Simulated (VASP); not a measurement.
Calculation: optB88-vdW, VASP's PBE PAW potentials (set 64) (plane waves; VASP 6.6.1).

VASP ran on this input.

**POSCAR**
```
Cr
1
    2.8800000000     0.0000000000     0.0000000000
    0.0000000000     2.8800000000     0.0000000000
    0.0000000000     0.0000000000     2.8800000000
Cr
2
Direct
  0.0000000000   0.0000000000   0.0000000000
  0.5000000000   0.5000000000   0.5000000000
```

INCAR:
```
EDIFFG  =  -0.01
AGGAC  =  0.0
PARAM1  =  0.1833333333
IBRION  =  2   ! conjugate gradients
LASPH  =  .TRUE.   ! aspherical one-centre terms
SYSTEM  =  Cr
ISIF  =  3   ! ions, shape and volume
MAGMOM  =  1.5 -1.5
PARAM2  =  0.22
ALGO  =  Normal   ! blocked Davidson
LUSE_VDW  =  .TRUE.
PREC  =  Accurate
ENCUT  =  520   ! plane-wave cut-off (eV)
LMAXMIX  =  4   ! l cut-off of mixed one-centre charges
LWAVE  =  .FALSE.
ISMEAR  =  1
LORBIT  =  10
GGA  =  BO
NSW  =  60   ! most ionic steps
NELM  =  100   ! most electronic steps
ISPIN  =  2   ! spin-polarised
SIGMA  =  0.1
LCHARG  =  .FALSE.
EDIFF  =  1E-6   ! SCF stop (eV)
LREAL  =  .FALSE.   ! projection in real space or not
```

File KPOINTS:
```
K-points
0
Gamma
11 11 11
```

POTCAR, in this order: Cr_pv (PBE.64 set). Program: vasp_std.

Energy and stress use the plane-wave basis of the starting cell.

Predict the energy per atom (σ→0), cell moment, volume per atom, band gap (on the k-mesh).

```
Property                                                     Value
------------------------  ----------------------------------------
energy per atom (σ→0)                               -6.408 eV/atom
cell moment                                                0.00 μB
band gap (on the k-mesh)  none (metal, semimetal or under 0.01 eV)
volume per atom                                      11.54 Å³/atom
```

OSZICAR:
```
...
DAV:   5    -0.128145553124E+02    0.11969E-02   -0.10767E-02  4432   0.878E-01    0.884E-02
DAV:   6    -0.128147448422E+02   -0.18953E-03   -0.13219E-03  4288   0.237E-01    0.873E-02
DAV:   7    -0.128148924327E+02   -0.14759E-03   -0.23308E-03  4768   0.337E-01    0.457E-02
DAV:   8    -0.128149423590E+02   -0.49926E-04   -0.87781E-04  4592   0.180E-01    0.239E-02
DAV:   9    -0.128149545138E+02   -0.12155E-04   -0.23890E-04  4512   0.101E-01    0.136E-02
DAV:  10    -0.128149554511E+02   -0.93730E-06   -0.14611E-04  4448   0.717E-02    0.171E-03
DAV:  11    -0.128149559775E+02   -0.52643E-06   -0.28361E-06  3248   0.215E-02
   3 F= -.12814956E+02 E0= -.12815033E+02  d E =-.176526E-01  mag=     0.0000
```

The compound is Cr in the bcc, AFM order structure. This run relaxes it. Symmetry was kept, so distortions that lower it aren't found.
